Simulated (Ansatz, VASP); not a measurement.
**Zn10In18O37 (partly crystallised 47In2O3-53ZnO (mol %)) in two plane-wave programs**

Aim: how closely do two programs agree when they are given the same cell, functional and k mesh? The structure shown is the start of the Ansatz relaxation below; VASP solves that cell, so the two are compared at the walk's first step.

Main program and level: Ansatz 0.2.0; plane waves, with VASP 6.6.1 beside it; single point at PBE.

**1. The structure**

The cell holds 65 atoms: 18 In, 10 Zn and 37 O. Cell: a = 9.453 Å, b = 9.453 Å, c = 9.453 Å, α = 90.0°, β = 90.0°, γ = 90.0°. As first built, before any earlier steps moved the atoms (in the runner's words): 65 atoms (18 Sc, 10 Zn, 37 O) placed at random at 4.13 g/cm^3, melted at 5000 K for 10 ps at fixed volume with the Morse and Coulomb pair potential with partial charges (Pedone, Malavasi, Menziani, Cormack and Segre, J. Phys. Chem. B 110, 11780 (2006)). Quenched from 5000 K to 300 K at 300 K/ps and fixed volume, held 10 ps at zero pressure, then minimised at fixed cell. Then Sc was replaced by In and the cell scaled by 1.027 (the potential has no terms for the new elements, so the cell is a start for a DFT relaxation).

**2. Ansatz: relaxation, PBE**

Ansatz runs on its PAW soft_1 files.

The two programs are compared at the cell with which this relaxation starts, whose forces are those of its first step.

File input.yaml:

```yaml
crystal:
  lattice:
    - [9.45289, 0.0, 0.0]
    - [0.0, 9.45289, 0.0]
    - [0.0, 0.0, 9.45289]
  atoms:
    - { symbol: In, position: [0.78391, 0.54614, 0.33175] }
    - { symbol: In, position: [0.05325, 0.08651, 0.19287] }
    - { symbol: In, position: [0.28387, 0.56856, 0.9506] }
    - { symbol: In, position: [0.26135, 0.91372, 0.47244] }
    - { symbol: In, position: [0.60196, 0.89424, 0.44711] }
    - { symbol: In, position: [0.9325, 0.55627, 0.96973] }
    - { symbol: In, position: [0.75466, 0.05746, 0.69236] }
    - { symbol: In, position: [0.93802, 0.87662, 0.45761] }
    - { symbol: In, position: [0.25728, 0.5636, 0.48452] }
    - { symbol: In, position: [0.421, 0.23994, 0.5809] }
    - { symbol: In, position: [0.96527, 0.24005, 0.49361] }
    - { symbol: In, position: [0.11399, 0.73321, 0.2018] }
    - { symbol: In, position: [0.09959, 0.39704, 0.73232] }
    - { symbol: In, position: [0.41676, 0.07036, 0.20642] }
    - { symbol: In, position: [0.10004, 0.89448, 0.82618] }
    - { symbol: In, position: [0.76495, 0.90691, 0.09076] }
    - { symbol: In, position: [0.61469, 0.56097, 0.9652] }
    - { symbol: In, position: [0.44489, 0.71284, 0.69562] }
    - { symbol: Zn, position: [0.12125, 0.3987, 0.19251] }
    - { symbol: Zn, position: [0.51784, 0.93096, 0.87232] }
    - { symbol: Zn, position: [0.25241, 0.2027, 0.94589] }
    - { symbol: Zn, position: [0.87786, 0.19553, 0.9409] }
    - { symbol: Zn, position: [0.44998, 0.41127, 0.22709] }
    - { symbol: Zn, position: [0.75426, 0.21792, 0.29565] }
    - { symbol: Zn, position: [0.73787, 0.39781, 0.68313] }
    - { symbol: Zn, position: [0.57612, 0.23685, 0.97951] }
    - { symbol: Zn, position: [0.44831, 0.722, 0.23257] }
    - { symbol: Zn, position: [0.79145, 0.70467, 0.69076] }
    - { symbol: O, position: [0.24248, 0.21578, 0.17855] }
    - { symbol: O, position: [0.83332, 0.11099, 0.13096] }
    - { symbol: O, position: [0.42162, 0.0773, 0.98097] }
    - { symbol: O, position: [0.08416, 0.04948, 0.44596] }
    - { symbol: O, position: [0.4502, 0.72447, 0.92867] }
    - { symbol: O, position: [0.58151, 0.89606, 0.22317] }
    - { symbol: O, position: [0.43241, 0.05613, 0.44677] }
    - { symbol: O, position: [0.44416, 0.41614, 0.98266] }
    - { symbol: O, position: [0.76847, 0.39051, 0.95923] }
    - { symbol: O, position: [0.77456, 0.3723, 0.46663] }
    - { symbol: O, position: [0.95989, 0.56751, 0.19411] }
    - { symbol: O, position: [0.9235, 0.88714, 0.68709] }
    - { symbol: O, position: [0.1121, 0.7213, 0.97083] }
    - { symbol: O, position: [0.91674, 0.22636, 0.71478] }
    - { symbol: O, position: [0.77724, 0.04581, 0.46577] }
    - { symbol: O, position: [0.42082, 0.73774, 0.46329] }
    - { symbol: O, position: [0.11341, 0.41479, 0.95954] }
    - { symbol: O, position: [0.92868, 0.54618, 0.74545] }
    - { symbol: O, position: [0.25775, 0.23882, 0.73066] }
    - { symbol: O, position: [0.71203, 0.02439, 0.90455] }
    - { symbol: O, position: [0.94902, 0.87791, 0.22782] }
    - { symbol: O, position: [0.61978, 0.57466, 0.7323] }
    - { symbol: O, position: [0.40724, 0.4083, 0.43997] }
    - { symbol: O, position: [0.97332, 0.27892, 0.27875] }
    - { symbol: O, position: [0.76819, 0.7301, 0.45863] }
    - { symbol: O, position: [0.59761, 0.88202, 0.6725] }
    - { symbol: O, position: [0.27735, 0.57481, 0.19566] }
    - { symbol: O, position: [0.60376, 0.57214, 0.20024] }
    - { symbol: O, position: [0.11812, 0.73687, 0.43696] }
    - { symbol: O, position: [0.10388, 0.41013, 0.51287] }
    - { symbol: O, position: [0.07436, 0.06593, 0.96327] }
    - { symbol: O, position: [0.60431, 0.22626, 0.70087] }
    - { symbol: O, position: [0.56589, 0.23591, 0.20469] }
    - { symbol: O, position: [0.26917, 0.89646, 0.23502] }
    - { symbol: O, position: [0.77749, 0.71716, 0.97412] }
    - { symbol: O, position: [0.27572, 0.87545, 0.69392] }
    - { symbol: O, position: [0.27498, 0.56322, 0.71787] }
kpoints:
  mp_grid: { grid: [2, 2, 2] }
hamiltonian:
  xc: pbe
  pseudopotentials: { kind: paw, azcp: { folder: soft_1 } }
scf:
  occupations: { method: fermi_dirac, width: 0.025 }
output:
  forces: true
relax:
  f_tol: 0.05
  max_steps: 150
  cell: {}
```

Run with:

```console
$ ansatz run input.yaml --threads 16 --pin off --max-ram 31232MiB --backend cpu --events-out ev --progress --plain --runs-dir out
```

Numbers of over 12 decimals in the logs are rounded to 6 here.

What it wrote:

```text
Engine: ansatz 0.2.0, aarch64-unknown-linux-gnu
Pseudopotentials: kind: paw
Pseudopotential: In, paw, valence charge 13, recommended cutoff 420 eV (normal), soft_1/In.paw.azcp
Pseudopotential: Zn, paw, valence charge 12, recommended cutoff 420 eV (normal), soft_1/Zn.paw.azcp
Pseudopotential: O, paw, valence charge 6, recommended cutoff 420 eV (normal), soft_1/O.paw.azcp
Functional definition: PBE
  parameter kappa = 0.804
  parameter beta = 0.066725
  exchange = pbe_x(kappa = kappa, mu = beta*pi^2/3)
  correlation = pbe_c(beta = beta)
Crystal: 65 atoms, lattice volume = 844.683 Å³
Basis set: ecut = 420 eV, 16519 PW (Γ), exchange–correlation on 128×128×128 points (8 copies of the dense FFT grid, shifted against one another)
Bands: 353, of which v1, the nominal top of the filled ones, is band 288 counted from 1 (287 counted from 0)
Symmetry: 1 space group operations
Space group: P1 (ITA 1), of the structure as read, at distance tolerance 9.5e-5 Å
k-points: 8
Non-local potential: In, projectors of the file, l = 0: 2, l = 1: 2, l = 2: 2, l = 3: 1
Non-local potential: Zn, projectors of the file, l = 0: 2, l = 1: 2, l = 2: 3, l = 3: 1
Non-local potential: O, projectors of the file, l = 0: 2, l = 1: 2, l = 2: 1
PAW form: soft (Blöchl's): semilocal exchange-correlation on the pseudo side does not see the compensation charge
PAW one-centre angular grid: In, 590 points (default); XC on 64 Gauss nodes
PAW one-centre angular grid: Zn, 590 points (default); XC on 64 Gauss nodes
PAW one-centre angular grid: O, 110 points (default); XC on 64 Gauss nodes
Initial density: superposition of atomic densities (chi_scale 0.1, normalization cell, long waves kept (reshape's long-wave potential 0.26 eV rms))
Initial wavefunctions: pseudopotential atomic-orbital guess
Functional: x = pbe(κ = 0.804, μ = 0.219515), c = pbe(β = 0.066725)
SCF iter   1: F=—  HF=-154953.071470 eV  |F-HF|=—  |Δ(HF+E_count)|=         —  Δρ=7.90e-2  dr2=3.32e1  ethr=3.10e-3  ⟨swp⟩=6.0  Hψ=10653  notcnv=0  defer=48
preconditioner: auto → Resta (q_TF=auto, 2.560 Å⁻¹)  ε∞=4.9  [insulator: Δε(μ)=0.679 eV  Ē_g=15.549 eV  σ=0.025 eV  W_gap=1.00  n_scr=250 (ndim 8)  ℏωp=30.7 eV  f_vac=0.017  D(μ)=0.00/eV (n_scr^D=0)  ε∞_Penn≈4.9]
SCF iter   2: F=—  HF=-154945.220027 eV  |F-HF|=—  |Δ(HF+E_count)|=    7.85e0  Δρ=3.02e-2  dr2=5.93e0  ethr=3.10e-3  ⟨swp⟩=2.0  Hψ=4586  notcnv=0  defer=470
SCF iter   3: F=—  HF=-154943.862255 eV  |F-HF|=—  |Δ(HF+E_count)|=    1.36e0  Δρ=1.58e-2  dr2=1.59e0  ethr=1.03e-3  ⟨swp⟩=2.0  Hψ=4576  notcnv=0  defer=480
SCF iter   4: F=—  HF=-154943.548923 eV  |F-HF|=—  |Δ(HF+E_count)|=   3.13e-1  Δρ=5.32e-3  dr2=1.79e-1  ethr=2.76e-4  ⟨swp⟩=3.0  Hψ=3698  notcnv=0  defer=480
SCF iter   5: F=—  HF=-154943.630627 eV  |F-HF|=—  |Δ(HF+E_count)|=   8.17e-2  Δρ=2.90e-3  dr2=5.24e-2  ethr=3.11e-5  ⟨swp⟩=2.0  Hψ=5324  notcnv=0  defer=480
SCF iter   6: F=—  HF=-154943.633549 eV  |F-HF|=—  |Δ(HF+E_count)|=   2.92e-3  Δρ=1.31e-3  dr2=1.21e-2  ethr=9.10e-6  ⟨swp⟩=2.0  Hψ=4646  notcnv=0  defer=480
SCF iter   7: F=—  HF=-154943.634075 eV  |F-HF|=—  |Δ(HF+E_count)|=   5.26e-4  Δρ=4.52e-4  dr2=1.73e-3  ethr=2.11e-6  ⟨swp⟩=2.0  Hψ=4538  notcnv=0  defer=480
SCF iter   8: F=—  HF=-154943.635772 eV  |F-HF|=—  |Δ(HF+E_count)|=   1.70e-3  Δρ=4.18e-4  dr2=1.29e-3  ethr=3.00e-7  ⟨swp⟩=2.0  Hψ=4639  notcnv=0  defer=480
SCF iter   9: F=—  HF=-154943.635812 eV  |F-HF|=—  |Δ(HF+E_count)|=   4.01e-5  Δρ=9.03e-5  dr2=5.29e-5  ethr=2.24e-7  ⟨swp⟩=2.0  Hψ=4499  notcnv=0  defer=480
SCF iter  10: F=—  HF=-154943.636896 eV  |F-HF|=—  |Δ(HF+E_count)|=   1.08e-3  Δρ=6.36e-5  dr2=2.76e-5  ethr=9.19e-9  ⟨swp⟩=2.0  Hψ=4648  notcnv=0  defer=480
SCF iter  11: F=—  HF=-154943.636902 eV  |F-HF|=—  |Δ(HF+E_count)|=   5.91e-6  Δρ=3.28e-5  dr2=6.91e-6  ethr=4.79e-9  ⟨swp⟩=2.0  Hψ=4648  notcnv=0  defer=480
SCF iter  12: F=—  HF=-154943.636905 eV  |F-HF|=—  |Δ(HF+E_count)|=   2.67e-6  Δρ=1.69e-5  dr2=1.51e-6  ethr=1.20e-9  ⟨swp⟩=2.0  Hψ=3911  notcnv=0  defer=480
SCF iter  13: F=—  HF=-154943.636905 eV  |F-HF|=—  |Δ(HF+E_count)|=   5.76e-7  Δρ=4.48e-6  dr2=1.82e-7  ethr=2.62e-10  ⟨swp⟩=2.0  Hψ=3632  notcnv=0  defer=480
SCF iter  14: F=-154943.636906 eV  HF=-154943.636906 eV  |F-HF|=4.02e-9  |Δ(HF+E_count)|=   3.37e-7  Δρ=1.72e-6  dr2=2.70e-8  ethr=1.74e-11  ⟨swp⟩=4.0  Hψ=8717  notcnv=0
SCF 1 converged in 14 iterations: F = -154943.636906 eV  dr2 = 2.70e-8
  greatest PAW one-centre occupation: 0.992 electrons in one spin orbital (limit 2), on the Zn atom at site 26 (counted from 0), in its partial waves of l = 2
relax step   1: F+E_penalty+E_count = -154943.63690566 eV  Δ(F+E_penalty+E_count) = +0.000e0 eV  max|allowed force component| = 1.166e0 eV/Å  Δτ_max = 0.0000 Å  P = +3.249 GPa  Ω = 844.683 Å³  (14 SCF iters, dr2 threshold 1.00e-7 eV, accepted)
Crystal: 65 atoms, lattice volume = 863.900 Å³
[...]
atom  13  In    -0.00226817     0.00181231     0.00080135
  atom  14  In     0.00200751    -0.00274304    -0.00150309
  atom  15  In     0.00067045    -0.00245158     0.00099324
  atom  16  In    -0.00049006     0.00132488     0.00088585
  atom  17  In    -0.00145764     0.00138027     0.00076581
  atom  18  In     0.00049896    -0.00435877    -0.00025022
  atom  19  Zn    -0.00093975     0.00240845    -0.00028804
  atom  20  Zn    -0.00077328     0.00000556     0.00175389
  atom  21  Zn    -0.00213666    -0.00019993    -0.00097035
  atom  22  Zn    -0.00021059     0.00051775     0.00004103
  atom  23  Zn     0.00106084     0.00080134    -0.00075140
  atom  24  Zn     0.00030411     0.00086399     0.00089822
  atom  25  Zn    -0.00057504     0.00261292     0.00028703
  atom  26  Zn     0.00303498     0.00004781     0.00094282
  atom  27  Zn     0.00182859     0.00079056     0.00064742
  atom  28  Zn    -0.00000903    -0.00169895    -0.00378227
  atom  29  O      0.00057402    -0.00016480     0.00118077
  atom  30  O     -0.00027283     0.00074354    -0.00080330
  atom  31  O      0.00047019    -0.00060408     0.00002394
  atom  32  O      0.00165650    -0.00096035    -0.00137481
  atom  33  O     -0.00166699    -0.00159273     0.00168796
  atom  34  O     -0.00079497     0.00080392    -0.00004830
  atom  35  O     -0.00032774     0.00000415    -0.00017685
  atom  36  O     -0.00147619     0.00140472    -0.00009022
[...]
atom  58  O     -0.00026164     0.00155860    -0.00079831
  atom  59  O      0.00018954     0.00048963    -0.00040812
  atom  60  O      0.00143459    -0.00034457    -0.00013035
  atom  61  O     -0.00115547    -0.00042921     0.00188546
  atom  62  O     -0.00012585     0.00192183     0.00204462
  atom  63  O     -0.00312031     0.00072071    -0.00117334
  atom  64  O     -0.00059367    -0.00095880    -0.00028905
  atom  65  O     -0.00400133    -0.00163971     0.00054643
  max |Σ_I F_I| component: 2.10e-5 eV/Å
--- Stress (GPa, compression-positive) ---
       -0.004028       0.006329      -0.003438
        0.006329       0.006506       0.001159
       -0.003438       0.001159      -0.002647
  P = ⅓ Tr σ = -0.0001 GPa (-0.001 kbar)
--- Relaxed structure (28 steps of the walk, 26 accepted, 3 SCFs on fresh bases) ---
  F+E_penalty+E_count = -154946.21956614 eV   max|allowed force component| = 4.942e-3 eV/Å   (the final SCF, on the basis selected at the relaxed cell)
  cell:  # Å, volume = 882.7045 Å³
    - [9.779508, 0.430578, 0.139590]
    - [0.430578, 9.546858, 0.017682]
    - [0.139590, 0.017682, 9.475303]
  atoms:
    - { symbol: In, position: [0.787297, 0.558708, 0.316354] }
    - { symbol: In, position: [0.049286, 0.078429, 0.184779] }
    - { symbol: In, position: [0.293369, 0.546855, 0.918565] }
    - { symbol: In, position: [0.264820, 0.913314, 0.478448] }
    - { symbol: In, position: [0.602560, 0.905039, 0.467207] }
    - { symbol: In, position: [0.948543, 0.581323, 0.979787] }
    - { symbol: In, position: [0.758494, 0.062955, 0.712331] }
    - { symbol: In, position: [0.937216, 0.878826, 0.451857] }
    - { symbol: In, position: [0.241685, 0.542022, 0.475986] }
    - { symbol: In, position: [0.396139, 0.246980, 0.587336] }
    - { symbol: In, position: [0.968638, 0.252425, 0.462560] }
    - { symbol: In, position: [0.137896, 0.728743, 0.203939] }
    - { symbol: In, position: [0.065240, 0.371916, 0.741216] }
    - { symbol: In, position: [0.419936, 0.067484, 0.200283] }
    - { symbol: In, position: [0.096848, 0.879713, 0.821539] }
    - { symbol: In, position: [0.765091, 0.923933, 0.090810] }
    - { symbol: In, position: [0.623271, 0.575585, 0.967057] }
    - { symbol: In, position: [0.470755, 0.672940, 0.673095] }
    - { symbol: Zn, position: [0.138089, 0.387208, 0.181763] }
    - { symbol: Zn, position: [0.447791, 0.915865, 0.834842] }
    - { symbol: Zn, position: [0.235342, 0.164491, 0.939035] }
    - { symbol: Zn, position: [0.795323, 0.246520, 1.039909] }
    - { symbol: Zn, position: [0.460308, 0.419575, 0.231834] }
    - { symbol: Zn, position: [0.699037, 0.203716, 0.336161] }
    - { symbol: Zn, position: [0.712306, 0.381494, 0.646769] }
    - { symbol: Zn, position: [0.535022, 0.227544, 0.916314] }
    - { symbol: Zn, position: [0.469182, 0.740590, 0.246749] }
    - { symbol: Zn, position: [0.808342, 0.702701, 0.693362] }
    - { symbol: O, position: [0.235080, 0.186470, 0.154981] }
    - { symbol: O, position: [0.820649, 0.109902, 0.184081] }
    - { symbol: O, position: [0.426997, 0.066887, 0.964435] }
    - { symbol: O, position: [0.075924, 0.043908, 0.430606] }
    - { symbol: O, position: [0.446093, 0.711132, 0.905095] }
    - { symbol: O, position: [0.592441, 0.904557, 0.234323] }
    - { symbol: O, position: [0.417170, 0.063128, 0.450990] }
    - { symbol: O, position: [0.470335, 0.418932, 0.981807] }
    - { symbol: O, position: [0.796891, 0.430459, 0.986167] }
    - { symbol: O, position: [0.760903, 0.374911, 0.436093] }
    - { symbol: O, position: [0.970648, 0.581133, 0.204089] }
    - { symbol: O, position: [0.920883, 0.885950, 0.690539] }
    - { symbol: O, position: [0.132131, 0.714224, 0.973767] }
    - { symbol: O, position: [0.890950, 0.250999, 0.678844] }
    - { symbol: O, position: [0.760315, 0.049814, 0.479918] }
    - { symbol: O, position: [0.447792, 0.750649, 0.466664] }
    - { symbol: O, position: [0.129560, 0.412538, 0.959656] }
    - { symbol: O, position: [0.966322, 0.577807, 0.756593] }
    - { symbol: O, position: [0.243930, 0.224279, 0.741513] }
    - { symbol: O, position: [0.720202, 0.091679, 0.928447] }
    - { symbol: O, position: [0.963917, 0.876705, 0.218757] }
    - { symbol: O, position: [0.660565, 0.566606, 0.724492] }
    - { symbol: O, position: [0.423332, 0.409525, 0.446754] }
    - { symbol: O, position: [0.984858, 0.291425, 0.248010] }
[...]
- { symbol: O, position: [0.111190, 0.388314, 0.521472] }
    - { symbol: O, position: [0.071865, 0.051061, 0.957116] }
    - { symbol: O, position: [0.583142, 0.235660, 0.702535] }
    - { symbol: O, position: [0.550832, 0.232421, 0.207375] }
    - { symbol: O, position: [0.301776, 0.870880, 0.235365] }
    - { symbol: O, position: [0.772886, 0.739327, 0.973214] }
    - { symbol: O, position: [0.282418, 0.881388, 0.704533] }
    - { symbol: O, position: [0.307557, 0.544842, 0.694020] }
```

[end of part 1 of 2]

[Lines on the potential files, build, host, timing and source positions are cut from VASP's logs without a mark.]

[Logs are printed without paths, hosts, clocks, repeated set-up lines and the standing remarks that a program may print on its own settings, such as how far it seeks lower states.]

[Hosts, paths, dates, database ids (printed as entryN), source tags and the programs' standing remarks are cut or masked in the printed files.]
